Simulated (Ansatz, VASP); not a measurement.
# Cross-check of CuSb2 between VASP and Ansatz

Wanted: the spread between two codes on one cell, functional and k mesh. The cell is generated by rule, not measured, and may not be a known phase. The structure shown is the end of the Ansatz relaxation below.

Main program and level: Ansatz 0.2.0; plane waves, with VASP 6.6.1 beside it; single point at PBE.

The structure was built from a prototype and need not be the compound's stable phase.

## (1) The structure

It takes space group Fm-3m (No. 225, cubic). The conventional cell has a = 6.200 Å, b = 6.200 Å, c = 6.200 Å, α = 90.00°, β = 90.00°, γ = 90.00°. Nearest to Sb lie 4 Cu at 2.68 Å. Nearest to Cu lie 8 Sb at 2.68 Å. Farther neighbours are not listed.

## (2) Ansatz: relaxation, PBE

Ansatz runs on its default PAW (the set named soft_2) files.

This run makes the geometry at which the two programs are then compared.

Input file input.yaml:

```yaml
crystal:
  lattice:
    - [0.0, 3.3035, 3.3035]
    - [3.3035, 0.0, 3.3035]
    - [3.3035, 3.3035, 0.0]
  atoms:
    - { symbol: Sb, position: [0.25, 0.25, 0.25] }
    - { symbol: Sb, position: [0.75, 0.75, 0.75] }
    - { symbol: Cu, position: [0.0, 0.0, 0.0] }
kpoints:
  mp_grid: { grid: [12, 12, 12] }
hamiltonian:
  xc: pbe
scf:
  occupations: { method: methfessel_paxton, width: 0.2 }
output:
  forces: true
  stress: true
  eigenvalues: true
relax:
  adjacent_minimum: "off"
  f_tol: 0.001
  max_steps: 60
  cell: { stress_tol: 0.05, p_target: 20.0 }
```

Launch:

```bash
> ansatz run input.yaml --threads 4 --pin off --max-ram 8192MiB --backend cpu --events-out ev --progress --plain --runs-dir out
```

Numbers of over 12 decimals in the logs are rounded to 6 here.

The log of the run:

```text
Engine: ansatz 0.2.0, aarch64-unknown-linux-gnu
Pseudopotentials: kind: paw
Pseudopotential: Sb, paw, valence charge 15, recommended cutoff 420 eV (normal), Sb.paw.azcp
Pseudopotential: Cu, paw, valence charge 19, recommended cutoff 420 eV (normal), Cu.paw.azcp
Functional definition: PBE
  parameter kappa = 0.804
  parameter beta = 0.066725
  exchange = pbe_x(kappa = kappa, mu = beta*pi^2/3)
  correlation = pbe_c(beta = beta)
Crystal: 3 atoms, lattice volume = 72.103 Å³
Basis set: ecut = 420 eV, 1411 PW (Γ), exchange–correlation on 64×64×64 points (8 copies of the dense FFT grid, shifted against one another)
Bands: 30, of which v1, the nominal top of the filled ones, is band 25 counted from 1 (24 counted from 0)
Symmetry: 48 space group operations
Space group: Fm-3m (ITA 225), of the structure as read, at distance tolerance 4.2e-5 Å
k-points: 72 of 1728
Non-local potential: Sb, projectors of the file, l = 0: 2, l = 1: 2, l = 2: 2, l = 3: 2
Non-local potential: Cu, projectors of the file, l = 0: 3, l = 1: 2, l = 2: 3, l = 3: 1
PAW form: soft (Blöchl's): semilocal exchange-correlation on the pseudo side does not see the compensation charge
PAW one-centre angular grid: Sb, 590 points (default); XC on 64 Gauss nodes
PAW one-centre angular grid: Cu, 590 points (default); XC on 64 Gauss nodes
Initial density: superposition of atomic densities (neutral atoms: chi_scale 0, normalization atom), corrected by the library's trained network
Initial wavefunctions: pseudopotential atomic-orbital guess
Functional: x = pbe(κ = 0.804, μ = 0.219515), c = pbe(β = 0.066725)
SCF iter   1: F=—  HF=-19593.746756 eV  |F-HF|=—  |Δ(HF+E_count)|=         —  Δρ=2.29e-3  dr2=4.32e-3  ethr=1.77e-3  ⟨swp⟩=5.9  Hψ=8834  notcnv=0
preconditioner: auto → LDOS  [metal: Δε(μ)=0.042 eV  Ē_g=7.891 eV  σ=0.200 eV  W_gap=0.18  n_scr=14 (ndim 8)  ℏωp=20.0 eV  f_vac=0.040  D(μ)=1.35/eV (n_scr^D=8)  β→1.0]
SCF iter   2: F=—  HF=-19593.746317 eV  |F-HF|=—  |Δ(HF+E_count)|=   4.39e-4  S|Δr|=    0.00e0  Δρ=1.02e-3  dr2=4.13e-4  ethr=8.81e-6  ⟨swp⟩=2.9  Hψ=4374  notcnv=0
SCF iter   3: F=—  HF=-19593.746349 eV  |F-HF|=—  |Δ(HF+E_count)|=   3.17e-5  S|Δr|=    0.00e0  Δρ=1.09e-3  dr2=5.28e-4  ethr=8.43e-7  ⟨swp⟩=2.0  Hψ=3876  notcnv=0
SCF iter   4: F=—  HF=-19593.746254 eV  |F-HF|=—  |Δ(HF+E_count)|=   9.51e-5  S|Δr|=    0.00e0  Δρ=2.10e-4  dr2=1.77e-5  ethr=8.43e-7  ⟨swp⟩=2.0  Hψ=3793  notcnv=0
SCF iter   5: F=—  HF=-19593.746253 eV  |F-HF|=—  |Δ(HF+E_count)|=   8.04e-7  S|Δr|=    0.00e0  Δρ=2.71e-5  dr2=3.06e-7  ethr=3.62e-8  ⟨swp⟩=2.0  Hψ=3586  notcnv=0
SCF iter   6: F=-19593.746253 eV  HF=-19593.746253 eV  |F-HF|=1.08e-7  |Δ(HF+E_count)|=   2.21e-7  S|Δr|=    0.00e0  Δρ=1.31e-5  dr2=8.74e-8  ethr=2.04e-10  ⟨swp⟩=7.9  Hψ=10828  notcnv=0
SCF 1 converged in 6 iterations: F = -19593.746253 eV  dr2 = 8.74e-8
  greatest PAW one-centre occupation: 1.000 electrons in one spin orbital (limit 2), on the Cu atom at site 2 (counted from 0), in its partial waves of l = 0
relax step   1: F+E_penalty+E_count = -19593.74625309 eV  Δ(F+E_penalty+E_count) = +0.000e0 eV  max|allowed force component| = 1.002e-17 eV/Å  Δτ_max = 0.0000 Å  P = -0.008 GPa  Ω = 72.103 Å³  (6 SCF iters, dr2 threshold 1.00e-7 eV, accepted)
[...]
relax step   4: F+E_penalty+E_count = -19593.10476959 eV  Δ(F+E_penalty+E_count) = -1.081e-1 eV  max|allowed force component| = 1.079e-17 eV/Å  Δτ_max = 0.0000 Å  P = +19.879 GPa  Ω = 59.642 Å³  energy of the carried Pulay correction = +3.964e-3 eV  (7 SCF iters, dr2 threshold 3.00e-7 eV, accepted)
[...]
relax step   5: F+E_penalty+E_count = -19593.09898308 eV  Δ(F+E_penalty+E_count) = +5.787e-3 eV  max|allowed force component| = 2.159e-17 eV/Å  Δτ_max = 0.0000 Å  P = +19.998 GPa  Ω = 59.595 Å³  energy of the carried Pulay correction = +3.980e-3 eV  (5 SCF iters, dr2 threshold 3.65e-8 eV, accepted)
[...]
relax step   6: F+E_penalty+E_count = -19593.09409802 eV  Δ(F+E_penalty+E_count) = +4.885e-3 eV  max|allowed force component| = 1.696e-17 eV/Å  Δτ_max = 0.0000 Å  P = +20.005 GPa  Ω = 59.595 Å³  stress off target by 5.06e-3 GPa  SCF on the basis re-selected at this cell (its energy is not comparable with the rows above)  (8 SCF iters)
basis re-selected at this cell: Δ(F+E_penalty+E_count) = +4.885e-3 eV, ΔP = +0.007 GPa vs the last step (what re-selecting the basis moved, of the pressure what is left beyond the Pulay correction that the steps carried, after the strain that the cell walked since its last selection, with what the two solves' SCF thresholds leave and, on support functions, any second-order correction that the steps lacked; it is no measure of the basis error at this ecutwfc). The dense FFT grid was sized anew with the basis: this SCF ran on 30×30×30 points, the steps before it on 32×32×32, so part of this shift can come from that change (see relax.cell in the input reference). [rest of the remark cut]
SCF converged after 8 iterations
Stability not checked: this state was not tested for a lower state beside it, because cold or Methfessel-Paxton smearing, or corrected tetrahedra, fill the levels in a way that the test cannot read (fill_not_monotonic; see scf.lower_state_search)
Free energy (F): -19593.094098 eV
Harris-Foulkes:  -19593.094098 eV  (|F-HF|=3.64e-12)
Internal energy: -19593.095438 eV  (E = F + TS)
E sigma→0 (E₀):  -19593.094433 eV
Entropy (-TS):   0.001340 eV (0.447 meV/atom)
Fermi energy:    14.752298 eV
--- Per-component energies (eV) ---
  E_band       = -630.105867
  E_kinetic    = 722.346429
  E_local      = -7884.471664  (includes V_loc(G=0)·N_el)
  E_nonlocal   = 1117.772979
  E_hartree    = 3585.801586
  E_xc         = -370.431109
  E_vxc        = -313.438460  (∫ρ·V_xc dr)
  E_paw        = -10815.509387  (= ΣΔE_a)
  E_vpaw       = -1443.918420  (= ΣTr[D̂ρ^β])
  E_aug_tail   = 0.000257  (compensation charges beyond the density's cutoff)
  E_ewald      = -5948.604527
  E_smearing   = 0.001340  (= −TS)
  E_closure    = -0.000000  (closes the sum)
  Σ components = -19593.094098   (vs F -19593.094098, Δ=0.00e0)
--- Forces (eV/Å), atoms counted from 1 ---
  atom   1  Sb    -0.00000000     0.00000000    -0.00000000
  atom   2  Sb     0.00000000    -0.00000000    -0.00000000
  atom   3  Cu    -0.00000000     0.00000000     0.00000000
  max |Σ_I F_I| component: 2.54e-17 eV/Å
--- Stress (GPa, compression-positive) ---
       20.005057      -0.000000      -0.000000
       -0.000000      20.005057       0.000000
       -0.000000       0.000000      20.005057
  P = ⅓ Tr σ = 20.0051 GPa (200.051 kbar)
--- Band table (eV; the first three rows and the last of 72) ---
  k-point 0: bands = [... 21 lower, 13.8035, 13.8035, 13.8035, 15.6094, 15.6094, 15.6094, 17.6760, 17.6760, ... 1 higher]
  k-point 1: bands = [... 21 lower, 13.3708, 13.6767, 13.6767, 15.5770, 15.5770, 15.6536, 17.5930, 17.7115, ... 1 higher]
  k-point 2: bands = [... 21 lower, 12.6603, 13.3776, 13.3776, 15.3622, 15.3622, 15.4867, 17.6715, 18.0384, ... 1 higher]
  k-point 71: bands = [... 21 lower, 10.7898, 11.1493, 14.2598, 14.2598, 17.6449, 18.1742, 19.8519, 20.2955, ... 1 higher]
--- Relaxed structure (5 steps of the walk, 5 accepted, 1 SCFs on fresh bases) ---
  F+E_penalty+E_count = -19593.09409802 eV   max|allowed force component| = 1.696e-17 eV/Å   (the final SCF, on the basis selected at the relaxed cell)
  cell:  # Å, volume = 59.5951 Å³
    - [0, 3.100227, 3.100227]
    - [3.100227, 0, 3.100227]
    - [3.100227, 3.100227, 0]
  atoms:
    - { symbol: Sb, position: [0.25, 0.25, 0.25] }
    - { symbol: Sb, position: [0.75, 0.75, 0.75] }
    - { symbol: Cu, position: [0, 0, 0] }
```

The column dr2 measures how far the density is from self-consistency, as an energy; F and HF (Harris–Foulkes) agree once it is small.

## (3) VASP: single point, PBE

The same cell, functional, mesh and smearing now go to VASP, with its own data sets.

Lines of VASP's logs that name or quote its potential files are left out, and so is its time.

Input file INCAR:

```
SYSTEM = CuSb2
PREC = Accurate
ENCUT = 600
EDIFF = 1E-06
NELM = 120
ISMEAR = 1
SIGMA = 0.2
LREAL = .FALSE.
ALGO = Normal
GGA = PE
NBANDS = 16
LASPH = .TRUE.
LORBIT = 11
LWAVE = .FALSE.
LCHARG = .FALSE.
ISIF = 2
GGA_COMPAT = .FALSE.
```

Input file POSCAR:

```
CuSb2
1.0
    0.0000000000      3.1002265619      3.1002265619
    3.1002265619      0.0000000000      3.1002265619
    3.1002265619      3.1002265619      0.0000000000
Sb Cu
2 1
Direct
    0.2500000000      0.2500000000      0.2500000000
    0.7500000000      0.7500000000      0.7500000000
    0.0000000000      0.0000000000      0.0000000000
```

Input file KPOINTS:

```
Automatic mesh
0
Gamma
12 12 12
0 0 0
```

PAW data sets: Sb and Cu (PBE family, release 64).

Launch:

```bash
> mpirun -np 1 vasp_std
```

The log of the run:

```text
[banner, memory and clock lines left out]
running    1 mpi-ranks, on    1 nodes
 distrk:  each k-point on    1 cores,    1 groups
 distr:  one band on    1 cores,    1 groups

 POSCAR found type information on POSCAR SbCu
 POSCAR found :  2 types and       3 ions
 LDA part: xc-table for (Slater+PW92), standard interpolation
 POSCAR, INCAR and KPOINTS ok, starting setup
 FFT: planning ... GRIDC
 FFT: planning ... GRID_SOFT
 FFT: planning ... GRID
 WAVECAR not read
 entering main loop
       N       E                     dE             d eps       ncg     rms          rms(c)
DAV:   1     0.118394706414E+03    0.11839E+03   -0.92191E+03  2304   0.149E+03
DAV:   2    -0.550565219977E+01   -0.12390E+03   -0.11951E+03  2600   0.272E+02
DAV:   3    -0.120253086309E+02   -0.65197E+01   -0.63864E+01  2960   0.667E+01
DAV:   4    -0.121736917431E+02   -0.14838E+00   -0.14821E+00  2656   0.972E+00
DAV:   5    -0.121795384545E+02   -0.58467E-02   -0.58464E-02  3448   0.222E+00    0.112E+01
DAV:   6    -0.133234412998E+02   -0.11439E+01   -0.38110E+01  2312   0.177E+02    0.911E+00
DAV:   7    -0.110277037743E+02    0.22957E+01   -0.68512E+00  2896   0.902E+01    0.303E+00
DAV:   8    -0.110217313056E+02    0.59725E-02   -0.15217E+00  3000   0.362E+01    0.254E+00
DAV:   9    -0.109654020846E+02    0.56329E-01   -0.34883E-01  3024   0.162E+01    0.982E-01
DAV:  10    -0.109663046678E+02   -0.90258E-03   -0.87118E-03  3384   0.117E+00    0.594E-01
DAV:  11    -0.109647796987E+02    0.15250E-02   -0.54768E-03  3072   0.245E+00    0.308E-02
DAV:  12    -0.109648356643E+02   -0.55966E-04   -0.56672E-04  2488   0.151E-01    0.104E-01
DAV:  13    -0.109648351312E+02    0.53317E-06   -0.96770E-06  2984   0.307E-02
   1 F= -.10964835E+02 E0= -.10965323E+02  d E =0.146265E-02
```

Parts of OUTCAR (step 3):

```text
ion  position               nearest neighbor table
   1  0.250  0.250  0.250-   3 2.68   3 2.68   3 2.68   3 2.68   2 3.10   2 3.10   2 3.10   2 3.10
                             2 3.10   2 3.10
   2  0.750  0.750  0.750-   3 2.68   3 2.68   3 2.68   3 2.68   1 3.10   1 3.10   1 3.10   1 3.10
                             1 3.10   1 3.10
   3  0.000  0.000  0.000-   2 2.68   2 2.68   2 2.68   1 2.68   2 2.68   1 2.68   1 2.68   1 2.68

  LATTYP: Found a face centered cubic cell.
 ALAT       =     6.2004531238

 Subroutine GETGRP returns: Found 48 space group operations
 (whereof 48 operations were pure point group operations)

The static configuration has the point symmetry O_h .

 Found     72 irreducible k-points:

   k-points           NKPTS =     72   k-points in BZ     NKDIM =     72   number of bands    NBANDS=     16

   dimension x,y,z NGX =    36 NGY =   36 NGZ =   36
   dimension x,y,z NGXF=    72 NGYF=   72 NGZF=   72

   ENCUT  =  600.0 eV  44.10 Ry    6.64 a.u.   8.76  8.76  8.76*2*pi/ulx,y,z

   NELECT =      21.0000    total number of electrons

 k-points in reciprocal lattice and weights: Automatic mesh
   0.00000000  0.00000000  0.00000000       0.001
   0.08333333  0.00000000  0.00000000       0.005
   0.16666667  0.00000000  0.00000000       0.005
   0.25000000  0.00000000  0.00000000       0.005
   0.33333333  0.00000000  0.00000000       0.005
   0.41666667  0.00000000  0.00000000       0.005
   0.50000000  0.00000000  0.00000000       0.002
   0.08333333  0.08333333  0.00000000       0.003
   0.16666667  0.08333333  0.00000000       0.014
[...]
-0.33333333  0.50000000  0.16666667       0.007
  -0.25000000  0.50000000  0.25000000       0.003

 average (electrostatic) potential at core
       1 -83.1796       2 -83.1796       3 -62.3826

 E-fermi :  10.0992

 k-point     1 :       0.0000    0.0000    0.0000
  band No.  band energies     occupation
    ...
      6       6.0450      2.00000
      7       6.0450      2.00000
      8       9.1293      2.00000
      9       9.1293      2.00000
     10       9.1293      2.00000
     11      10.9719     -0.00000
     12      10.9719     -0.00000
     13      10.9719     -0.00000
     14      13.0129     -0.00000
     15      13.0129     -0.00000
    ...

 k-point     2 :       0.0833    0.0000    0.0000
  band No.  band energies     occupation
    ...
      6       6.0341      2.00000
      7       6.0341      2.00000
      8       8.7063      2.00000
      9       9.0051      2.00000
     10       9.0051      2.00000
     11      10.9361     -0.00000
     12      10.9361     -0.00000
     13      11.0127     -0.00000
     14      12.9322     -0.00000
     15      13.0457     -0.00000
    ...

 k-point     3 :       0.1667    0.0000    0.0000
  band No.  band energies     occupation
    ...
      6       6.0079      2.00000
      7       6.2014      2.00000
      8       8.0119      2.00000
      9       8.7112      2.00000
     10       8.7112      2.00000
     11      10.7136     -0.00012
     12      10.7136     -0.00012
     13      10.8438     -0.00000
     14      13.0132     -0.00000
     15      13.3672     -0.00000
    ...

  Total        7.4902264      7.4902264      7.4902264      0.0000000      0.0000000      0.0000000
  in kB      201.3702148    201.3702148    201.3702148      0.0000000      0.0000000      0.0000000
  external PRESSURE =     201.3702148 kB  Pullay stress =       0.0000000 kB

  energy-cutoff  :      600.00
  volume of cell :       59.60
      direct lattice vectors                 reciprocal lattice vectors
     0.000000000  3.100226562  3.100226562    -0.161278536  0.161278536  0.161278536
     3.100226562  0.000000000  3.100226562     0.161278536 -0.161278536  0.161278536
     3.100226562  3.100226562  0.000000000     0.161278536  0.161278536 -0.161278536

 POSITION                                       TOTAL-FORCE (eV/Angst)
 -----------------------------------------------------------------------------------
      1.55011      1.55011      1.55011        -0.000000     -0.000000     -0.000000
      4.65034      4.65034      4.65034         0.000000      0.000000      0.000000
      0.00000      0.00000      0.00000         0.000000     -0.000000     -0.000000
 -----------------------------------------------------------------------------------
    total drift:                               -0.000000      0.000000      0.000000

  FREE ENERGIE OF THE ION-ELECTRON SYSTEM (eV)
  ---------------------------------------------------
  free  energy   TOTEN  =       -10.9648351312 eV

  energy  without entropy=      -10.9662977773  energy(sigma->0) =      -10.96532268

 total charge
# of ion       s       p       d       tot
------------------------------------------
    1        1.236   1.182   0.064   2.482
    2        1.236   1.182   0.064   2.482
    3        0.436   0.428   9.215  10.079
--------------------------------------------------
tot          2.908   2.792   9.342  15.043

[... 3 further parts left out ...]
```

This run has no spin polarisation. Its electron count is odd, so without a moment it is a metal by construction.

## (4) Differences

Known differences besides the potentials themselves: the data sets hold 49 valence electrons in Ansatz (on its default PAW (the set named soft_2) files) and 21 in VASP; the cutoff is 420 eV in Ansatz and 600 eV in VASP; Ansatz's pressure holds a Pulay correction, VASP's none. Total energies have different zeros and are not compared.

The two programs side by side:

```csv
quantity,Ansatz,VASP,difference
pressure (GPa),20.01,20.14,-0.13
```

## (5) Results

```yaml
difference_in_pressure_single_point_pbe: -0.13 GPa
```

The difference in pressure is -0.13 GPa (single point, PBE), within the 1 GPa picked in this series as the mark of a large difference. The data sets hold unlike numbers of valence electrons (49 in Ansatz and 21 in VASP), so part of the differences comes from the potentials. 1 further run of this series is not shown here. Such differences can come from data sets, numerical settings and the points named under the comparisons, not from the functional's error against experiment.

[Lines on the potential files, build, host, timing and source positions are cut from VASP's logs without a mark.]

[Logs are printed without paths, hosts, clocks, repeated set-up lines and the standing remarks that a program may print on its own settings, such as how far it seeks lower states.]

[Hosts, paths, dates, database ids (printed as entryN), source tags and the programs' standing remarks are cut or masked in the printed files.]
